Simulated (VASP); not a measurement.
Output of a VASP run:

OSZICAR:
```
...
RMM:   6    -0.538110067016E+03   -0.15064E-05   -0.32050E-05   246   0.120E-02
  12 F= -.53811007E+03 E0= -.53811007E+03  d E =-.613196E-02
       N       E                     dE             d eps       ncg     rms          rms(c)
DAV:   1    -0.538110164417E+03   -0.98907E-04   -0.19695E-02   404   0.346E-01    0.361E-02
RMM:   2    -0.538110175122E+03   -0.10705E-04   -0.33002E-04   354   0.431E-02    0.176E-02
RMM:   3    -0.538110173663E+03    0.14585E-05   -0.69817E-05   315   0.176E-02    0.871E-03
RMM:   4    -0.538110174351E+03   -0.68733E-06   -0.14758E-05   217   0.791E-03
  13 F= -.53811017E+03 E0= -.53811017E+03  d E =-.623929E-02
       N       E                     dE             d eps       ncg     rms          rms(c)
DAV:   1    -0.538112635216E+03   -0.24616E-02   -0.44994E-01   356   0.165E+00    0.170E-01
RMM:   2    -0.538112788764E+03   -0.15355E-03   -0.63266E-03   354   0.185E-01    0.814E-02
RMM:   3    -0.538112774591E+03    0.14173E-04   -0.14284E-03   357   0.775E-02    0.483E-02
RMM:   4    -0.538112778410E+03   -0.38196E-05   -0.35295E-04   375   0.356E-02    0.289E-02
RMM:   5    -0.538112777889E+03    0.52144E-06   -0.60389E-05   296   0.165E-02
  14 F= -.53811278E+03 E0= -.53811278E+03  d E =-.260354E-02
       N       E                     dE             d eps       ncg     rms          rms(c)
DAV:   1    -0.538112801718E+03   -0.23307E-04   -0.41577E-03   420   0.158E-01    0.170E-02
RMM:   2    -0.538112804231E+03   -0.25131E-05   -0.70256E-05   313   0.195E-02    0.832E-03
RMM:   3    -0.538112804752E+03   -0.52118E-06   -0.16745E-05   215   0.838E-03    0.525E-03
RMM:   4    -0.538112804918E+03   -0.16554E-06   -0.36378E-06   198   0.375E-03
  15 F= -.53811280E+03 E0= -.53811280E+03  d E =-.263057E-02
       N       E                     dE             d eps       ncg     rms          rms(c)
DAV:   1    -0.538113683557E+03   -0.87880E-03   -0.15381E-01   364   0.963E-01    0.106E-01
RMM:   2    -0.538113796062E+03   -0.11250E-03   -0.26402E-03   354   0.122E-01    0.543E-02
RMM:   3    -0.538113797668E+03   -0.16068E-05   -0.52404E-04   363   0.486E-02    0.359E-02
RMM:   4    -0.538113787783E+03    0.98855E-05   -0.11967E-04   361   0.221E-02    0.184E-02
RMM:   5    -0.538113788782E+03   -0.99923E-06   -0.28103E-05   236   0.111E-02
  16 F= -.53811379E+03 E0= -.53811379E+03  d E =-.983864E-03
       N       E                     dE             d eps       ncg     rms          rms(c)
DAV:   1    -0.538113802112E+03   -0.14329E-04   -0.28690E-03   412   0.131E-01    0.151E-02
RMM:   2    -0.538113805316E+03   -0.32040E-05   -0.57845E-05   309   0.180E-02    0.794E-03
RMM:   3    -0.538113805662E+03   -0.34620E-06   -0.11090E-05   208   0.726E-03    0.544E-03
RMM:   4    -0.538113805607E+03    0.55792E-07   -0.26424E-06   199   0.318E-03
  17 F= -.53811381E+03 E0= -.53811381E+03  d E =-.100069E-02
       N       E                     dE             d eps       ncg     rms          rms(c)
DAV:   1    -0.538114180241E+03   -0.37458E-03   -0.10100E-01   372   0.780E-01    0.832E-02
RMM:   2    -0.538114227084E+03   -0.46843E-04   -0.14595E-03   354   0.899E-02    0.401E-02
RMM:   3    -0.538114219745E+03    0.73396E-05   -0.29768E-04   355   0.372E-02    0.182E-02
RMM:   4    -0.538114225662E+03   -0.59173E-05   -0.79512E-05   321   0.169E-02
  18 F= -.53811423E+03 E0= -.53811423E+03  d E =-.420055E-03
```

File OUTCAR:
```
------------------------ aborting loop because EDIFF is reached ----------------------------------------
  FORCE on cell =-STRESS in cart. coord.  units (eV):
  Direction    XX          YY          ZZ          XY          YZ          ZX
  --------------------------------------------------------------------------------------
  Total      -15.1977029    -15.0898278    -30.6448804      0.0000240     -0.0002633     -0.0007112
  in kB      -32.2231676    -31.9944439    -64.9752876      0.0000509     -0.0005582     -0.0015080
  external PRESSURE =     -43.0642997 kB  Pullay stress =       0.0000000 kB
  volume of cell :      755.65
      direct lattice vectors                 reciprocal lattice vectors
     4.640980826 -8.038414841  0.000000000     0.107735847 -0.062201318  0.000000000
     4.640980826  8.038414841  0.000000000     0.107735847  0.062201318  0.000000000
     0.000000000  0.000000000 10.127683409     0.000000000  0.000000000  0.098739263
  FREE ENERGIE OF THE ION-ELECTRON SYSTEM (eV)
  ---------------------------------------------------
  free  energy   TOTEN  =      -538.1142256620 eV

  energy  without entropy=     -538.1142256620  energy(sigma->0) =     -538.11422566

 reached required accuracy - stopping structural energy minimisation
```
(Selected blocks of OUTCAR.)

### POSCAR
```
C36Si35
1
    4.6409808259    -8.0384148409     0.0000000000
    4.6409808259     8.0384148409     0.0000000000
    0.0000000000     0.0000000000    10.1276834094
Si C
35 36
Direct
  0.0000000000   0.0000000000   0.0000000000
  0.9986750000   0.9935190000   0.5028560000
  0.2200850000   0.1094860000   0.7476040000
  0.1122240000   0.2220930000   0.2523140000
  0.0000000000   0.3333330000   0.0000000000
  0.0001120000   0.3317480000   0.4965490000
  0.2230820000   0.4445960000   0.7455800000
  0.1111110000   0.5555560000   0.2501800000
  0.0000000000   0.6666670000   0.0000000000
  0.0000000000   0.6666670000   0.5000000000
  0.2222220000   0.7777780000   0.7501800000
  0.1111110000   0.8888890000   0.2501800000
  0.3333330000   0.0000000000   0.0000000000
  0.3302200000   0.9970740000   0.5002590000
  0.5555560000   0.1111110000   0.7501800000
  0.4475130000   0.2288710000   0.2499970000
  0.3333330000   0.3333330000   0.0000000000
  0.5599170000   0.4495750000   0.7540550000
  0.4407220000   0.5552200000   0.2473410000
  0.3333330000   0.6666670000   0.0000000000
  0.3382410000   0.6709830000   0.4989270000
  0.5555560000   0.7777780000   0.7501800000
  0.4444440000   0.8888890000   0.2501800000
  0.6666670000   0.0000000000   0.0000000000
  0.6666670000   0.0000000000   0.5000000000
  0.8888890000   0.1111110000   0.7501800000
  0.7777780000   0.2222220000   0.2501800000
  0.6666670000   0.3333330000   0.0000000000
  0.6704650000   0.3402420000   0.4953440000
  0.8888890000   0.4444440000   0.7501800000
  0.7777780000   0.5555560000   0.2501800000
  0.6666670000   0.6666670000   0.0000000000
  0.6722270000   0.6716700000   0.5003710000
  0.8888890000   0.7777780000   0.7501800000
  0.7777780000   0.8888890000   0.2501800000
  0.0000000000   0.0000000000   0.8121600000
  0.0000000000   0.0000000000   0.3121600000
  0.2158890000   0.1078640000   0.5628170000
  0.1111110000   0.2222220000   0.0632900000
  0.0000000000   0.3333330000   0.8121600000
  0.0000000000   0.3333330000   0.3121600000
  0.2258780000   0.4457540000   0.5672040000
  0.1111110000   0.5555560000   0.0632900000
  0.0000000000   0.6666670000   0.8121600000
  0.0000000000   0.6666670000   0.3121600000
  0.2222220000   0.7777780000   0.5632900000
  0.1111110000   0.8888890000   0.0632900000
  0.3333330000   0.0000000000   0.8121600000
  0.3333330000   0.0000000000   0.3121600000
  0.5555560000   0.1111110000   0.5632900000
  0.4444440000   0.2222220000   0.0632900000
  0.3324580000   0.3296280000   0.8096660000
  0.3273980000   0.3287610000   0.3157480000
  0.5506570000   0.4441300000   0.5625610000
  0.4444440000   0.5555560000   0.0632900000
  0.3333330000   0.6666670000   0.8121600000
  0.3333330000   0.6666670000   0.3121600000
  0.5555560000   0.7777780000   0.5632900000
  0.4444440000   0.8888890000   0.0632900000
  0.6666670000   0.0000000000   0.8121600000
  0.6666670000   0.0000000000   0.3121600000
  0.8888890000   0.1111110000   0.5632900000
  0.7777780000   0.2222220000   0.0632900000
  0.6666670000   0.3333330000   0.8121600000
  0.6666670000   0.3333330000   0.3121600000
  0.8888890000   0.4444440000   0.5632900000
  0.7777780000   0.5555560000   0.0632900000
  0.6666670000   0.6666670000   0.8121600000
  0.6666670000   0.6666670000   0.3121600000
  0.8888890000   0.7777780000   0.5632900000
  0.7777780000   0.8888890000   0.0632900000
```

**Question.** Write an INCAR and KPOINTS that could have produced this output.

**Answer.** This is not unique; one that fits is the input of the run itself, PBE GGA, plane waves, VASP's PBE PAW potentials (set 64).

KPOINTS:
```
Automatic mesh
0
Gamma
1 1 1
0 0 0
```

INCAR:
```
SYSTEM=C36Si35
PREC=Normal; ENCUT=400; LREAL=Auto
LASPH=.TRUE.; ISYM=0; NELECT=282.0
EDIFF=1E-5; NELM=100; NELMIN=4
ALGO=Fast
ISMEAR=0; SIGMA=0.05
GGA=PE
IBRION=2; NSW=60; ISIF=2
EDIFFG=-0.03
LWAVE=.FALSE.; LCHARG=.FALSE.
```

POTCAR, in this order: Si C (PBE.64 set). Program: vasp_gam.

At this cut-off the stress carries a Pulay error, which pulls relaxed volumes low. The cell is charged, with a uniform compensating background. The supercell is sampled at Γ alone, which is coarse: total energies, pressure and levels can be off, energies of defects by several tenths of an eV.

The cell is a supercell with a defect, built from SiC (4h): vac_Si, charge +2. The run is not spin-polarised, so no state with unpaired spins was tried.
